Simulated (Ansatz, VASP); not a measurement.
# MgZn3O4: VASP beside Ansatz, part 2 of 3

Wanted: the spread between two codes on one cell, functional and k mesh. The cell is generated by rule, not measured, and may not be a known phase. The cell is taken from a series of runs on this material, whose earlier steps may have relaxed, scaled, displaced or heated it; both programs get it as it stands.

VASP 6.6.1 and Ansatz 0.2.0.

So far: The structure; Ansatz: relaxation of cell and atoms, PBEsol, pair 1.

## (3) VASP: relaxation of cell and atoms, PBEsol, pair 1

Level of this step: PBEsol; plane waves and PAW (Mg, O, Zn); invented cell (VASP).

The same cell, functional, mesh and smearing now go to VASP, with its own data sets.

Lines of VASP's logs that name or quote its potential files are left out, and so is its time.

File INCAR:

```
SYSTEM = MgZn3O4
PREC = Accurate
ENCUT = 600
EDIFF = 1E-07
NELM = 120
ISMEAR = 0
SIGMA = 0.1
LREAL = .FALSE.
ALGO = Normal
GGA = PS
NBANDS = 39
LORBIT = 11
LWAVE = .FALSE.
LCHARG = .FALSE.
ISIF = 3
IBRION = 2
NSW = 80
EDIFFG = -0.005
LASPH = .TRUE.
GGA_COMPAT = .FALSE.
NELMIN = 4
EFERMI = MIDGAP
KPAR = 2
```

File POSCAR:

```
MgZn3O4
1.0
    3.2575010000      0.0000000000      0.0000000000
   -1.6287510000      2.8210790000      0.0000000000
    0.0000000000      0.0000000000     10.3650000000
Mg O Zn
1 4 3
Direct
    0.6666669304      0.3333334515      0.7500000000
    0.3333333766      0.6666665485      0.1874999518
    0.6666669304      0.3333334515      0.4375000482
    0.3333333766      0.6666665485      0.6875000482
    0.6666669304      0.3333334515      0.9374999518
    0.3333333766      0.6666665485      0.0000000000
    0.6666669304      0.3333334515      0.2500000000
    0.3333333766      0.6666665485      0.5000000000
```

File KPOINTS:

```
Automatic mesh
0
Gamma
9 9 2
0 0 0
```

PAW data sets: Mg, O and Zn (PBE family, release 64).

Launch:

```bash
> mpirun -np 2 vasp_std
```

Numbers of over 12 decimals in the logs are rounded to 6 here.

The log of the run:

```text
[banner, memory and clock lines left out]
running    2 mpi-ranks, on    1 nodes
 distrk:  each k-point on    1 cores,    2 groups
 distr:  one band on    1 cores,    1 groups

 POSCAR found type information on POSCAR MgO Zn
 POSCAR found :  3 types and       8 ions
|                                                                             |
|               ----> ADVICE to this user running VASP <----                  |
|                                                                             |
|     You enforced a specific xc type in the INCAR file but a different       |
|     [... a line on the potential file left out ...]
|     I HOPE YOU KNOW WHAT YOU ARE DOING!                                     |
|                                                                             |

 LDA part: xc-table for (Slater+PW92), standard interpolation
 POSCAR, INCAR and KPOINTS ok, starting setup
 FFT: planning ... GRIDC
 FFT: planning ... GRID_SOFT
 FFT: planning ... GRID
 WAVECAR not read
 entering main loop
       N       E                     dE             d eps       ncg     rms          rms(c)
DAV:   1     0.667058829388E+03    0.66706E+03   -0.32520E+04  1872   0.234E+03
DAV:   2     0.563347458566E+02   -0.61072E+03   -0.57518E+03  1939   0.537E+02
DAV:   3    -0.428941769899E+02   -0.99229E+02   -0.96914E+02  2082   0.201E+02
DAV:   4    -0.476430533137E+02   -0.47489E+01   -0.47252E+01  2189   0.465E+01
DAV:   5    -0.476949044143E+02   -0.51851E-01   -0.51844E-01  2067   0.515E+00    0.188E+01
DAV:   6    -0.411498509218E+02    0.65451E+01   -0.21549E+01  3085   0.760E+01    0.114E+01
DAV:   7    -0.414930882869E+02   -0.34324E+00   -0.54557E+00  2027   0.182E+01    0.707E+00
DAV:   8    -0.415307762180E+02   -0.37688E-01   -0.18232E+00  2887   0.110E+01    0.266E+00
DAV:   9    -0.413774607640E+02    0.15332E+00   -0.39818E-01  3170   0.954E+00    0.685E-01
DAV:  10    -0.413829315004E+02   -0.54707E-02   -0.16559E-01  2062   0.242E+00    0.225E-01
DAV:  11    -0.413826691229E+02    0.26238E-03   -0.70884E-03  2499   0.955E-01    0.759E-02
DAV:  12    -0.413827263433E+02   -0.57220E-04   -0.68045E-04  2568   0.592E-01    0.340E-02
DAV:  13    -0.413827517735E+02   -0.25430E-04   -0.18018E-04  2584   0.160E-01    0.164E-02
DAV:  14    -0.413827533816E+02   -0.16081E-05   -0.50303E-05  2224   0.564E-02    0.692E-03
DAV:  15    -0.413827538273E+02   -0.44570E-06   -0.64670E-06  3096   0.609E-02    0.638E-03
DAV:  16    -0.413827531899E+02    0.63739E-06   -0.32111E-06  2761   0.322E-02    0.318E-03
DAV:  17    -0.413827531423E+02    0.47625E-07   -0.20166E-06  2634   0.187E-02    0.122E-03
DAV:  18    -0.413827530840E+02    0.58247E-07   -0.12491E-07  1409   0.786E-03
   1 F= -.41382753E+02 E0= -.41382753E+02  d E =-.413828E+02
[... from here on, the cycles between the ionic steps are left out ...]
   2 F= -.41411175E+02 E0= -.41411175E+02  d E =-.284217E-01
   6 F= -.41417806E+02 E0= -.41417806E+02  d E =-.817554E-03
   7 F= -.41417839E+02 E0= -.41417839E+02  d E =-.850517E-03
   8 F= -.41418288E+02 E0= -.41418288E+02  d E =-.448773E-03
   9 F= -.41418309E+02 E0= -.41418309E+02  d E =-.469335E-03
  10 F= -.41418310E+02 E0= -.41418310E+02  d E =-.470549E-03
  11 F= -.41418310E+02 E0= -.41418310E+02  d E =-.470803E-03
  12 F= -.41418310E+02 E0= -.41418310E+02  d E =-.470508E-03
  13 F= -.41418332E+02 E0= -.41418332E+02  d E =-.227425E-04
  14 F= -.41418332E+02 E0= -.41418332E+02  d E =-.226387E-04
  15 F= -.41418345E+02 E0= -.41418345E+02  d E =-.124511E-04
 trial-energy change:   -0.000012  1 .order   -0.000012   -0.000016   -0.000008
 step:   2.5787(harm=  2.5787)  dis= 0.00113  next Energy=   -41.418349 (dE=-0.165E-04)
 bond charge predicted
       N       E                     dE             d eps       ncg     rms          rms(c)
DAV:   1    -0.414183563340E+02   -0.11600E-04   -0.68131E-03  1872   0.490E-01    0.286E-02
DAV:   2    -0.414183548771E+02    0.14569E-05   -0.11389E-04  2197   0.936E-02    0.167E-02
DAV:   3    -0.414183501847E+02    0.46923E-05   -0.43548E-06  2756   0.219E-02    0.700E-03
DAV:   4    -0.414183492846E+02    0.90016E-06   -0.15418E-06  2816   0.199E-02    0.125E-03
DAV:   5    -0.414183493538E+02   -0.69203E-07   -0.78675E-07  2096   0.729E-03
  16 F= -.41418349E+02 E0= -.41418349E+02  d E =-.170135E-04
 curvature:  -1.82 expect dE=-0.665E-05 dE for cont linesearch -0.345E-08
 trial: gam= 0.21382 g(F)=  0.310E-05 g(S)=  0.549E-06 ort = 0.185E-06 (trialstep = 0.152E+01)
 search vector abs. value=  0.456E-05
 reached required accuracy - stopping structural energy minimisation
```

From OUTCAR (step 3):

```text
ion  position               nearest neighbor table
   1  0.667  0.333  0.750-   5 1.94   4 1.99   4 1.99   4 1.99   8 3.20   6 3.20   8 3.20   6 3.20
                             6 3.20   8 3.20
   2  0.333  0.667  0.187-   6 1.94   7 1.99   7 1.99   7 1.99
   3  0.667  0.333  0.438-   7 1.94   8 1.99   8 1.99   8 1.99
   4  0.333  0.667  0.688-   8 1.94   1 1.99   1 1.99   1 1.99
   5  0.667  0.333  0.937-   1 1.94   6 1.99   6 1.99   6 1.99
   6  0.333  0.667  0.000-   2 1.94   5 1.99   5 1.99   5 1.99   1 3.20   1 3.20   1 3.20
   7  0.667  0.333  0.250-   3 1.94   2 1.99   2 1.99   2 1.99
   8  0.333  0.667  0.500-   4 1.94   3 1.99   3 1.99   3 1.99   1 3.20   1 3.20   1 3.20

  LATTYP: Found a hexagonal cell.
 ALAT       =     3.2575010000
 C/A-ratio  =     3.1818869741

 Subroutine GETGRP returns: Found  6 space group operations
 (whereof  6 operations were pure point group operations)

The static configuration has the point symmetry C_3v.

 Found     24 irreducible k-points:

   k-points           NKPTS =     24   k-points in BZ     NKDIM =     24   number of bands    NBANDS=     39

   dimension x,y,z NGX =    28 NGY =   28 NGZ =   84
   dimension x,y,z NGXF=    56 NGYF=   56 NGZF=  168

   ENCUT  =  600.0 eV  44.10 Ry    6.64 a.u.   6.51  6.51 20.70*2*pi/ulx,y,z

   NELECT =      62.0000    total number of electrons

 k-points in reciprocal lattice and weights: Automatic mesh
   0.00000000  0.00000000  0.00000000       0.006
   0.11111111  0.00000000  0.00000000       0.037
   0.22222222  0.00000000  0.00000000       0.037
   0.33333333  0.00000000  0.00000000       0.037
   0.44444444  0.00000000  0.00000000       0.037
   0.11111111  0.11111111  0.00000000       0.037
   0.22222222  0.11111111  0.00000000       0.074
   0.33333333  0.11111111  0.00000000       0.074
   0.44444444  0.11111111  0.00000000       0.037
[...]
0.33333333  0.22222222  0.50000000       0.074
   0.33333333  0.33333333  0.50000000       0.012

 average (electrostatic) potential at core
       1 -37.0502       2 -72.9069       3 -72.9300       4 -72.2732       5 -72.6628
       6 -35.3509       7 -35.3654       8 -35.4016

 E-fermi :   1.7850

 k-point     1 :       0.0000    0.0000    0.0000
  band No.  band energies     occupation
    ...
     27       0.9381      2.00000
     28       0.9381      2.00000
     29       1.0435      2.00000
     30       1.2309      2.00000
     31       1.2309      2.00000
     32       2.3390      0.00000
     33       4.7650      0.00000
     34       5.1631      0.00000
     35       7.2233      0.00000
     36       9.5886      0.00000
    ...

 k-point     2 :       0.1111    0.0000    0.0000
  band No.  band energies     occupation
    ...
     27       0.6034      2.00000
     28       0.6553      2.00000
     29       0.8113      2.00000
     30       0.9745      2.00000
     31       1.1340      2.00000
     32       3.1232      0.00000
     33       5.1347      0.00000
     34       5.5362      0.00000
     35       7.6629      0.00000
     36       9.5441      0.00000
    ...

 k-point     3 :       0.2222    0.0000    0.0000
  band No.  band energies     occupation
    ...
     27       0.1332      2.00000
     28       0.1692      2.00000
     29       0.4907      2.00000
     30       0.7488      2.00000
     31       0.8818      2.00000
     32       4.3796      0.00000
     33       5.8875      0.00000
     34       6.2849      0.00000
     35       8.6059      0.00000
     36       9.3874      0.00000
    ...

  Total       -0.0016503     -0.0016503     -0.0092487      0.0000000     -0.0000000     -0.0000000
  in kB       -0.0279013     -0.0279013     -0.1563643      0.0000000     -0.0000000     -0.0000000
  external PRESSURE =      -0.0707223 kB  Pullay stress =       0.0000000 kB

  energy-cutoff  :      600.00
  volume of cell :       94.77
      direct lattice vectors                 reciprocal lattice vectors
     3.249551228  0.000000001  0.000000000     0.307734801  0.177670801 -0.000000000
    -1.624776112  2.814194292 -0.000000000    -0.000000000  0.355341492 -0.000000000
     0.000000000  0.000000000 10.362808619    -0.000000000  0.000000000  0.096498935

 POSITION                                       TOTAL-FORCE (eV/Angst)
 -----------------------------------------------------------------------------------
      1.62478      0.93807      7.72855        -0.000000      0.000000      0.003554
      0.00000      1.87613      1.96354        -0.000000      0.000000      0.001992
      1.62478      0.93807      4.56214         0.000000     -0.000000     -0.001216
      0.00000      1.87613      7.15706        -0.000000     -0.000000      0.000962
      1.62478      0.93807      9.71223         0.000000      0.000000     -0.000368
      0.00000      1.87613     10.34360        -0.000000      0.000000     -0.004525
      1.62478      0.93807      2.57638        -0.000000     -0.000000      0.003310
      0.00000      1.87613      5.17985        -0.000000     -0.000000     -0.003710
 -----------------------------------------------------------------------------------
    total drift:                               -0.002370      0.000141      0.001184

  FREE ENERGIE OF THE ION-ELECTRON SYSTEM (eV)
  ---------------------------------------------------
  free  energy   TOTEN  =       -41.4183493538 eV

  energy  without entropy=      -41.4183493538  energy(sigma->0) =      -41.41834935

 reached required accuracy - stopping structural energy minimisation

 total charge
# of ion       s       p       d       tot
------------------------------------------
    1        0.169   0.193   0.082   0.444
    2        1.540   3.441   0.000   4.981
    3        1.540   3.441   0.000   4.981
    4        1.539   3.518   0.000   5.057
    5        1.539   3.460   0.000   5.000
    6        0.462   0.496   9.902  10.859
    7        0.462   0.495   9.904  10.862
    8        0.466   0.504   9.905  10.874
--------------------------------------------------
tot          7.717  15.547  29.793  53.057

[... 3 further parts left out ...]
```

CONTCAR:

```
MgZn3O4
   1.00000000000000
     3.2495512283897758    0.0000000014392564    0.0000000000000000
    -1.6247761117282298    2.8141942922811687   -0.0000000000000000
     0.0000000000000000    0.0000000000000000   10.3628086191808144
  Mg              O               Zn
     1     4     3
Direct
     0.6666669303999981    0.3333334515000033    0.7457968744162569
     0.3333333766000024    0.6666665484999967    0.1894792386744273
     0.6666669303999981    0.3333334515000033    0.4402420858329129
     0.3333333766000024    0.6666665484999967    0.6906486265106153
     0.6666669303999981    0.3333334515000033    0.9372194918007355
     0.3333333766000024    0.6666665484999967    0.9981463426858489
     0.6666669303999981    0.3333334515000033    0.2486177607644053
     0.3333333766000024    0.6666665484999967    0.4998495793147981
```

The run keeps the 6 symmetry operations of its start, so it cannot find a distortion of lower symmetry.

## (4) Differences

Known differences besides the potentials themselves: the data sets hold 70 valence electrons in Ansatz (on its default PAW (the set named soft_2) files) and 62 in VASP; the cutoff is 420 eV in Ansatz and 600 eV in VASP; Ansatz makes its cores anew for this functional, VASP keeps those of its PBE data sets; Ansatz adds a Pulay correction to the stress that steers its cell, VASP none. Total energies have different zeros and are not compared.

Both answers:

| quantity | Ansatz | VASP | difference |
| --- | --- | --- | --- |
| volume (Å³) | 94.44 | 94.77 | -0.34 % |
| edge a after relaxation, in the typed setting (Å) | 3.241 | 3.250 | -0.26 % |
| edge c after relaxation, in the typed setting (Å) | 10.382 | 10.363 | +0.18 % |

## (5) VASP: relaxation of cell and atoms, PBEsol, pair 2

The relaxed volume is the usual yardstick between codes: in a stiff, nearly cubic crystal its relative difference is about their pressure difference at one cell divided by the bulk modulus.

INCAR, as its differences from that of step 3:

```diff
@@ -6,3 +6,3 @@
 ISMEAR = 0
-SIGMA = 0.1
+SIGMA = 0.01
 LREAL = .FALSE.
```

File POSCAR:

```
MgZn3O4
1.0
    3.2460590000      0.0000000000      0.0000000000
   -1.6230290000      2.8111690000      0.0000000000
    0.0000000000      0.0000000000     10.3503870000
Mg O Zn
1 4 3
Direct
    0.6666664020      0.3333332148      0.7458273782
    0.3333332899      0.6666667852      0.1896795743
    0.6666664020      0.3333332148      0.4400938825
    0.3333332899      0.6666667852      0.6901297507
    0.6666664020      0.3333332148      0.9377452263
    0.3333332899      0.6666667852      0.9984405414
    0.6666664020      0.3333332148      0.2486178536
    0.3333332899      0.6666667852      0.4994657688
```

File KPOINTS:

```
Automatic mesh
0
Gamma
9 9 4
0 0 0
```

Launch:

```bash
> mpirun -np 2 vasp_std
```

The log of the run:

```text
[banner, memory and clock lines left out]
running    2 mpi-ranks, on    1 nodes
[...]
[... a notice as in an earlier step ...]

 LDA part: xc-table for (Slater+PW92), standard interpolation
 POSCAR, INCAR and KPOINTS ok, starting setup
[...]
entering main loop
       N       E                     dE             d eps       ncg     rms          rms(c)
DAV:   1     0.668247047390E+03    0.66825E+03   -0.32614E+04  3354   0.235E+03
DAV:   2     0.566042100330E+02   -0.61164E+03   -0.57449E+03  3477   0.539E+02
DAV:   3    -0.429669427390E+02   -0.99571E+02   -0.97431E+02  3767   0.201E+02
DAV:   4    -0.476925855769E+02   -0.47256E+01   -0.47036E+01  3897   0.463E+01
[...]
DAV:  16    -0.414162288269E+02    0.35623E-06   -0.18446E-06  5023   0.291E-02    0.335E-03
DAV:  17    -0.414162286133E+02    0.21361E-06   -0.20943E-06  4596   0.186E-02    0.119E-03
DAV:  18    -0.414162285877E+02    0.25594E-07   -0.24520E-07  3204   0.744E-03
   1 F= -.41416229E+02 E0= -.41416229E+02  d E =-.414162E+02
[... from here on, the cycles between the ionic steps are left out ...]
   2 F= -.41416808E+02 E0= -.41416808E+02  d E =-.579740E-03
   3 F= -.41416923E+02 E0= -.41416923E+02  d E =-.694358E-03
   4 F= -.41416999E+02 E0= -.41416999E+02  d E =-.758162E-04
   5 F= -.41417036E+02 E0= -.41417036E+02  d E =-.112784E-03
   6 F= -.41417036E+02 E0= -.41417036E+02  d E =-.113320E-03
   7 F= -.41417065E+02 E0= -.41417065E+02  d E =-.287873E-04
   8 F= -.41417068E+02 E0= -.41417068E+02  d E =-.321242E-04
   9 F= -.41417068E+02 E0= -.41417068E+02  d E =-.321952E-04
  10 F= -.41417072E+02 E0= -.41417072E+02  d E =-.354070E-05
 trial-energy change:   -0.000004  1 .order   -0.000004   -0.000009    0.000002
 step:   1.0948(harm=  1.0948)  dis= 0.00038  next Energy=   -41.417072 (dE=-0.365E-05)
 reached required accuracy - stopping structural energy minimisation
```

OUTCAR, selected parts (step 5):

```text
  Total        0.0034638      0.0034638      0.0015724      0.0000000     -0.0000000      0.0000000
  in kB        0.0585611      0.0585610      0.0265834      0.0000000     -0.0000000      0.0000000
  external PRESSURE =       0.0479018 kB  Pullay stress =       0.0000000 kB

 POSITION                                       TOTAL-FORCE (eV/Angst)
 -----------------------------------------------------------------------------------
      1.62488      0.93813      7.72748         0.000000     -0.000000      0.001507
      0.00000      1.87625      1.96341         0.000000     -0.000000      0.002410
      1.62488      0.93813      4.56176        -0.000000     -0.000000     -0.001925
      0.00000      1.87625      7.15627         0.000000      0.000000     -0.000882
      1.62488      0.93813      9.71105         0.000000      0.000000      0.000151
      0.00000      1.87625     10.34190        -0.000000     -0.000000     -0.002138
      1.62488      0.93813      2.57609        -0.000000     -0.000000      0.000717
      0.00000      1.87625      5.17881         0.000000     -0.000000      0.000158
 -----------------------------------------------------------------------------------
    total drift:                                0.002377     -0.000143      0.001386

  FREE ENERGIE OF THE ION-ELECTRON SYSTEM (eV)
  ---------------------------------------------------
  free  energy   TOTEN  =       -41.4170720018 eV

  energy  without entropy=      -41.4170720018  energy(sigma->0) =      -41.41707200

[... 1 part as in an earlier step ...]

[... 3 further parts left out ...]
[key lines of the parts left out:]
E-fermi :   1.7848
```

## (6) Ansatz: relaxation of cell and atoms, PBEsol, pair 2

The same cell, functional and mesh now go to Ansatz, which takes its cutoff from its data sets.

The cell is taken from a series of runs on this material, whose earlier steps may have relaxed, scaled, displaced or heated it; both programs get it as it stands.

File input.yaml:

```yaml
crystal:
  lattice:
    - [3.2460589057, 0.0, 0.0]
    - [-1.6230294529, 2.8111694745, 0.0]
    - [0.0, 0.0, 10.3503867178]
  atoms:
    - { symbol: Mg, position: [0.6666666667, 0.3333333333, 0.7458273692] }
    - { symbol: O, position: [0.3333333333, 0.6666666667, 0.1896795432] }
    - { symbol: O, position: [0.6666666667, 0.3333333333, 0.4400938515] }
    - { symbol: O, position: [0.3333333333, 0.6666666667, 0.690129791] }
    - { symbol: O, position: [0.6666666667, 0.3333333333, 0.9377452929] }
    - { symbol: Zn, position: [0.3333333333, 0.6666666667, -0.0015594669] }
    - { symbol: Zn, position: [0.6666666667, 0.3333333333, 0.24861783] }
    - { symbol: Zn, position: [0.3333333333, 0.6666666667, 0.4994657891] }
kpoints:
  mp_grid: { grid: [9, 9, 4] }
hamiltonian:
  xc: pbesol
scf:
  occupations: { method: fixed }
output:
  forces: true
  stress: true
  eigenvalues: true
relax:
  adjacent_minimum: "off"
  f_tol: 0.001
  max_steps: 60
  cell: { stress_tol: 0.01 }
```

Launch:

```bash
> ansatz run input.yaml --threads 8 --pin off --max-ram 14336MiB --backend cpu --events-out ev --progress --plain --runs-dir out
```

The log of the run:

```text
[...]
Crystal: 8 atoms, lattice volume = 94.450 Å³
Basis set: ecut = 420 eV, 1895 PW (Γ), exchange–correlation on 48×48×144 points (8 copies of the dense FFT grid, shifted against one another)
Bands: 43, of which v1, the nominal top of the filled ones, is band 35 counted from 1 (34 counted from 0)
Symmetry: 6 space group operations
[...]
k-points: 43 of 324 (time reversal used)
[...]
atoms:
    - { symbol: Mg, position: [0.666667, 0.333333, 0.745808] }
    - { symbol: O, position: [0.333333, 0.666667, 0.189693] }
    - { symbol: O, position: [0.666667, 0.333333, 0.440117] }
    - { symbol: O, position: [0.333333, 0.666667, 0.690149] }
    - { symbol: O, position: [0.666667, 0.333333, 0.937762] }
    - { symbol: Zn, position: [0.333333, 0.666667, -0.00157748] }
    - { symbol: Zn, position: [0.666667, 0.333333, 0.248606] }
    - { symbol: Zn, position: [0.333333, 0.666667, 0.499443] }
[key lines of the parts left out:]
SCF converged after 7 iterations
Free energy (F): -14002.038995 eV
Fermi energy:    6.790634 eV
P = ⅓ Tr σ = 0.0003 GPa (0.003 kbar)
```

## (7) Differences

What differs besides the data sets and the points named for the pairs above, as far as they apply: fixed occupations in Ansatz, narrow Gaussian smearing in VASP; the data sets hold 70 valence electrons in Ansatz (on its default PAW (the set named soft_2) files) and 62 in VASP. Total energies have different zeros and are not compared.

The two programs side by side:

| quantity | Ansatz | VASP | difference |
| --- | --- | --- | --- |
| volume (Å³) | 94.45 | 94.77 | -0.34 % |
| edge a after relaxation, in the typed setting (Å) | 3.246 | 3.250 | -0.10 % |
| edge c after relaxation, in the typed setting (Å) | 10.348 | 10.361 | -0.13 % |

(Part 2 of 3 ends here.)

[Lines on the potential files, build, host, timing and source positions are cut from VASP's logs without a mark.]

[Logs are printed without paths, hosts, clocks, repeated set-up lines and the standing remarks that a program may print on its own settings, such as how far it seeks lower states.]

[Hosts, paths, dates, database ids (printed as entryN), source tags and the programs' standing remarks are cut or masked in the printed files.]
